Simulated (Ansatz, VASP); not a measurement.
# Te2As in two plane-wave programs, part 2 of 2

Aim: how closely do two programs agree when they are given the same cell, functional and k mesh? The cell is generated by rule, not measured, and may not be a known phase. The cell is taken from a series of runs on this material, whose earlier steps may have relaxed, scaled, displaced or heated it; both programs get it as it stands.

VASP 6.6.1 and Ansatz 0.2.0.

So far. Step 5 (VASP: single point, LDA, pair 2): The run ends at a pressure of 0.70 GPa, with forces up to 0.13 eV/Å.

The structure was built from a prototype and need not be the compound's stable phase.

## Step 6: Ansatz: single point, LDA, pair 2

Level of this step: Ansatz beside VASP: Kohn-Sham DFT, plane waves, LDA (Ansatz).

The same cell, functional (in two slightly different forms), mesh and smearing now go to Ansatz, which takes its cutoff from its data sets.

The cell is taken from a series of runs on this material, whose earlier steps may have relaxed, scaled, displaced or heated it; both programs get it as it stands.

input.yaml

```yaml
crystal:
  lattice:
    - [0.0, -3.4682328996, -3.4682328996]
    - [0.0, 3.4682328996, -3.4682328996]
    - [6.9364657992, 0.0, 0.0]
  atoms:
    - { symbol: As, position: [0.434758081, 0.5, 0.5] }
    - { symbol: As, position: [0.065241919, 0.0, 0.0] }
    - { symbol: Te, position: [-0.0111138178, 0.5, 0.25] }
    - { symbol: Te, position: [0.5111138178, 0.0, 0.75] }
    - { symbol: Te, position: [-0.0111138178, 0.5, 0.75] }
    - { symbol: Te, position: [0.5111138178, 0.0, 0.25] }
kpoints:
  mp_grid: { grid: [6, 6, 4] }
hamiltonian:
  xc: lda
scf:
  occupations: { method: methfessel_paxton, width: 0.15 }
output:
  forces: true
  stress: true
  eigenvalues: true
  write_density: true
  write_potential: true
  elf: true
  volumetric_format: npy
```

On the command line:

```console
$ ansatz run input.yaml --threads 8 --pin off --max-ram 14336MiB --backend cpu --events-out ev --progress --plain --runs-dir out
```

Numbers of over 12 decimals in the logs are rounded to 6 here.

The program printed:

```text
[...]
Crystal: 6 atoms, lattice volume = 166.872 Å³
Basis set: ecut = 420 eV, 3299 PW (Γ)
Bands: 57, of which v1, the nominal top of the filled ones, is band 47 counted from 1 (46 counted from 0)
Symmetry: 8 space group operations
[...]
k-points: 48 of 144
[...]
k-point 0: bands = [... 43 lower, 7.0913, 7.1303, 10.5421, 10.5899, 10.6364, 10.8279, 11.0727, 11.0802, ... 6 higher]
  k-point 1: bands = [... 43 lower, 7.8284, 8.0101, 10.0043, 10.0605, 10.1939, 10.2104, 10.4852, 11.1211, ... 6 higher]
  k-point 2: bands = [... 43 lower, 8.4455, 9.0324, 9.0324, 9.0735, 9.0735, 9.7842, 9.7842, 11.7793, ... 6 higher]
  k-point 47: bands = [... 43 lower, 7.5296, 10.5039, 10.5039, 10.6915, 10.6915, 11.1795, 11.1795, 12.1114, ... 6 higher]
[key lines of the parts left out:]
SCF converged after 6 iterations
Free energy (F): -36854.221622 eV
Fermi energy:    10.026944 eV
P = ⅓ Tr σ = 0.5958 GPa (5.958 kbar)
```

The run ends at a pressure of 0.60 GPa, with forces up to 0.15 eV/Å.

## Step 7: Side by side

What differs besides the data sets and the points named for the pairs above, as far as they apply: the data sets hold 94 valence electrons in Ansatz (on its default PAW (the set named soft_2) files) and 34 in VASP. Total energies have different zeros and are not compared.

Compared:

| quantity | Ansatz | VASP | difference |
| --- | --- | --- | --- |
| pressure (GPa) | 0.60 | 0.70 | -0.10 |

Forces (eV/Å; atoms numbered as in POSCAR):

| atom | Ansatz x, y, z | VASP x, y, z |
| --- | --- | --- |
| As1 | 0.000, 0.104, 0.104 | 0.000, 0.093, 0.093 |
| As2 | 0.000, -0.104, -0.104 | 0.000, -0.093, -0.093 |
| Te3 | -0.032, 0.081, 0.081 | -0.036, 0.088, 0.088 |
| Te4 | -0.032, -0.081, -0.081 | -0.036, -0.088, -0.088 |
| Te5 | 0.032, 0.081, 0.081 | 0.036, 0.088, 0.088 |
| Te6 | 0.032, -0.081, -0.081 | 0.036, -0.088, -0.088 |

The forces differ by 7.6 meV/Å r.m.s., which is 10.2 % of the r.m.s. force of 0.075 eV/Å (both taken over all components).

## Step 8: Ansatz: single point, LDA, pair 3

With cell and atoms fixed, the geometry can't cause a difference; cores, projectors, grids and the points listed under the comparison can.

The cell is taken from a series of runs on this material, whose earlier steps may have relaxed, scaled, displaced or heated it; both programs get it as it stands.

input.yaml

```yaml
crystal:
  lattice:
    - [0.0, -3.4682328996, -3.4682328996]
    - [0.0, 3.4682328996, -3.4682328996]
    - [6.9364657992, 0.0, 0.0]
  atoms:
    - { symbol: As, position: [0.4082535514, 0.5, 0.5] }
    - { symbol: As, position: [0.0917464486, 0.0, 0.0] }
    - { symbol: Te, position: [-0.0156288062, 0.5, 0.25] }
    - { symbol: Te, position: [0.5156288062, 0.0, 0.75] }
    - { symbol: Te, position: [-0.0156288062, 0.5, 0.75] }
    - { symbol: Te, position: [0.5156288062, 0.0, 0.25] }
kpoints:
  mp_grid: { grid: [6, 6, 4] }
hamiltonian:
  xc: lda
scf:
  occupations: { method: methfessel_paxton, width: 0.15 }
output:
  forces: true
  stress: true
  eigenvalues: true
```

The program printed:

```text
[...]
Crystal: 6 atoms, lattice volume = 166.872 Å³
Basis set: ecut = 420 eV, 3299 PW (Γ)
Bands: 57, of which v1, the nominal top of the filled ones, is band 47 counted from 1 (46 counted from 0)
Symmetry: 8 space group operations
[...]
k-points: 48 of 144
[...]
k-point 0: bands = [... 43 lower, 7.2086, 7.2912, 10.5124, 10.6292, 10.6838, 10.9454, 11.1084, 11.1171, ... 6 higher]
  k-point 1: bands = [... 43 lower, 7.8227, 8.1343, 10.0059, 10.1351, 10.2894, 10.3212, 10.5981, 10.9066, ... 6 higher]
  k-point 2: bands = [... 43 lower, 8.3433, 9.0373, 9.0373, 9.1858, 9.1858, 10.0301, 10.0301, 11.5297, ... 6 higher]
  k-point 47: bands = [... 43 lower, 7.5676, 10.4587, 10.4587, 10.6041, 10.6041, 11.1552, 11.1552, 12.2091, ... 6 higher]
[key lines of the parts left out:]
SCF converged after 6 iterations
Free energy (F): -36854.248754 eV
Fermi energy:    10.000617 eV
P = ⅓ Tr σ = 1.4010 GPa (14.010 kbar)
```

The run ends at a pressure of 1.40 GPa, with forces up to 0.24 eV/Å.

## Step 9: VASP: single point, LDA, pair 3

The same cell, functional (in two slightly different forms), mesh and smearing now go to VASP, with its own data sets.

INCAR

```
SYSTEM = Te2As
PREC = Accurate
ENCUT = 500
EDIFF = 1E-06
NELM = 120
ISMEAR = 1
SIGMA = 0.15
LREAL = .FALSE.
ALGO = Normal
GGA = PW92
NBANDS = 23
LORBIT = 11
LWAVE = .FALSE.
LCHARG = .FALSE.
ISIF = 2
LASPH = .TRUE.
GGA_COMPAT = .FALSE.
KPAR = 2
```

POSCAR

```
Te2As
1.0
    0.0000000000     -3.4682328996     -3.4682328996
    0.0000000000      3.4682328996     -3.4682328996
    6.9364657992      0.0000000000      0.0000000000
As Te
2 4
Direct
    0.4082535514      0.5000000000      0.5000000000
    0.0917464486      0.0000000000      0.0000000000
    0.9843711938      0.5000000000      0.2500000000
    0.5156288062      0.0000000000      0.7500000000
    0.9843711938      0.5000000000      0.7500000000
    0.5156288062      0.0000000000      0.2500000000
```

KPOINTS

```
Automatic mesh
0
Gamma
6 6 4
0 0 0
```

The projector-augmented-wave data sets are As and Te (LDA family, release 64).

On the command line:

```console
$ mpirun -np 2 vasp_std
```

The program printed:

```text
[... set-up lines as in an earlier step ...]
 entering main loop
       N       E                     dE             d eps       ncg     rms          rms(c)
DAV:   1     0.149879438756E+03    0.14988E+03   -0.12391E+04  2208   0.117E+03
DAV:   2    -0.114906347119E+02   -0.16137E+03   -0.15474E+03  2879   0.176E+02
DAV:   3    -0.238469791021E+02   -0.12356E+02   -0.12095E+02  2771   0.516E+01
DAV:   4    -0.241520692390E+02   -0.30509E+00   -0.30337E+00  2834   0.907E+00
[...]
DAV:   9    -0.240974429771E+02    0.51151E-05   -0.18186E-04  2720   0.664E-02    0.100E-01
DAV:  10    -0.240974363641E+02    0.66130E-05   -0.30874E-05  2690   0.303E-02    0.974E-03
DAV:  11    -0.240974365455E+02   -0.18137E-06   -0.31809E-06  2470   0.886E-03
   1 F= -.24097437E+02 E0= -.24096456E+02  d E =-.294281E-02
```

OUTCAR, selected parts (step 9):

```text
  Total        0.8044487      1.9859169      1.9859169      0.0000000      1.2969941      0.0000000
  in kB        7.7236789     19.0671987     19.0671987      0.0000000     12.4527088      0.0000000
  external PRESSURE =      15.2860254 kB  Pullay stress =       0.0000000 kB

 POSITION                                       TOTAL-FORCE (eV/Angst)
 -----------------------------------------------------------------------------------
      3.46823      0.31820     -3.15003        -0.000000     -0.061673     -0.061673
      0.00000     -0.31820     -0.31820        -0.000000      0.061673      0.061673
      1.73412     -1.67991     -5.14815        -0.134122      0.157378      0.157378
      5.20235     -1.78832     -1.78832        -0.134122     -0.157378     -0.157378
      5.20235     -1.67991     -5.14815         0.134122      0.157378      0.157378
      1.73412     -1.78832     -1.78832         0.134122     -0.157378     -0.157378
 -----------------------------------------------------------------------------------
    total drift:                                0.000000      0.000000      0.000000

  FREE ENERGIE OF THE ION-ELECTRON SYSTEM (eV)
  ---------------------------------------------------
  free  energy   TOTEN  =       -24.0974365455 eV

  energy  without entropy=      -24.0944937351  energy(sigma->0) =      -24.09645561

[... 2 parts as in an earlier step ...]

[... 1 further part left out ...]
[key lines of the parts left out:]
E-fermi :   6.5522
```

The run ends at a pressure of 1.53 GPa, with forces up to 0.26 eV/Å.

## Step 10: Differences

What differs besides the data sets and the points named for the pairs above, as far as they apply: the data sets hold 94 valence electrons in Ansatz (on its default PAW (the set named soft_2) files) and 34 in VASP. Total energies have different zeros and are not compared.

The two programs side by side:

| quantity | Ansatz | VASP | difference |
| --- | --- | --- | --- |
| pressure (GPa) | 1.40 | 1.53 | -0.13 |

Forces (eV/Å; atoms numbered as in POSCAR):

| atom | Ansatz x, y, z | VASP x, y, z |
| --- | --- | --- |
| As1 | 0.000, -0.042, -0.042 | 0.000, -0.062, -0.062 |
| As2 | 0.000, 0.042, 0.042 | 0.000, 0.062, 0.062 |
| Te3 | -0.126, 0.145, 0.145 | -0.134, 0.157, 0.157 |
| Te4 | -0.126, -0.145, -0.145 | -0.134, -0.157, -0.157 |
| Te5 | 0.126, 0.145, 0.145 | 0.134, 0.157, 0.157 |
| Te6 | 0.126, -0.145, -0.145 | 0.134, -0.157, -0.157 |

The forces differ by 13 meV/Å r.m.s., which is 10.3 % of the r.m.s. force of 0.126 eV/Å (both taken over all components).

## Step 11: Further runs

Further runs change the set-up of one program: Ansatz's method, potentials or start, or VASP's data sets, cutoff or form of LDA. The table gives Ansatz less VASP for each quantity, since a change that brings one quantity closer may part another.

| run | r.m.s. force difference (meV/Å) | pressure (GPa) |
| --- | --- | --- |
| as above | 13 | -0.13 |
| VASP with the data sets As and Te_sv_GW and a cutoff of 600 eV | 6.5 | 0.55 |

## Step 12: Summary of results

```
r.m.s. force difference (single point, LDA, pair 1) : 4.5 meV/Å
r.m.s. force difference (single point, LDA, pair 2) : 7.6 meV/Å
r.m.s. force difference (single point, LDA, pair 3) : 13 meV/Å
```

What this shows: The r.m.s. force difference is 13 meV/Å (single point, LDA, pair 3), beyond the 12 meV/Å picked in this series as the mark of a large difference. The data sets hold unlike numbers of valence electrons (94 in Ansatz and 34 in VASP), so part of the differences comes from the potentials. Single point, LDA, pair 3, VASP with the data sets As and Te_sv_GW and a cutoff of 600 eV: r.m.s. force difference goes from 13 to 6.5 meV/Å; the difference in pressure goes from -0.13 to 0.55 GPa. 5 further runs of this series are not shown here. Such differences can come from data sets, numerical settings and the points named under the comparisons, not from the functional's error against experiment.

[Lines on the potential files, build, host, timing and source positions are cut from VASP's logs without a mark.]

[Logs are printed without paths, hosts, clocks, repeated set-up lines and the standing remarks that a program may print on its own settings, such as how far it seeks lower states.]

[Hosts, paths, dates, database ids (printed as entryN), source tags and the programs' standing remarks are cut or masked in the printed files.]
